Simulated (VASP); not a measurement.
Band gaps of RbBr (space group Fm-3m) from VASP (PAW), without and with spin-orbit coupling. Semilocal levels are at their own relaxed cell, hybrids and mBJ at PBE's; 0.00 means no gap at that level.

The cell of the PBE-D3(BJ) run:

```
RbBr
1.0
    0.00000     3.44062     3.44062
    3.44062     0.00000     3.44062
    3.44062     3.44062     0.00000
Rb Br
1 1
Cartesian
  3.44062   6.88125   3.44062
  3.44062   3.44062   3.44062
```

| level | gap without SOC (eV) | gap with SOC (eV) | shift (eV) |
|---|---|---|---|
| PBE-D3(BJ) | 4.33 | [?] | [?] |

Problem. Complete the blanks.

Solution. 
- PBE-D3(BJ), gap with SOC (eV): 4.17
- PBE-D3(BJ), shift (eV): -0.16

Only levels that ran to the end are used. Left out are those held back, those with too coarse a band path, GW runs whose mesh misses a band edge, hybrids' fits of cells that aren't cubic and levels without matching references; a question may draw on a part of the rest.

The structure comes from a measured RbBr entry (Fm-3m) of the Crystallography Open Database, whose conditions weren't checked. It was relaxed first. Symmetry was kept, so distortions that lower it aren't found.
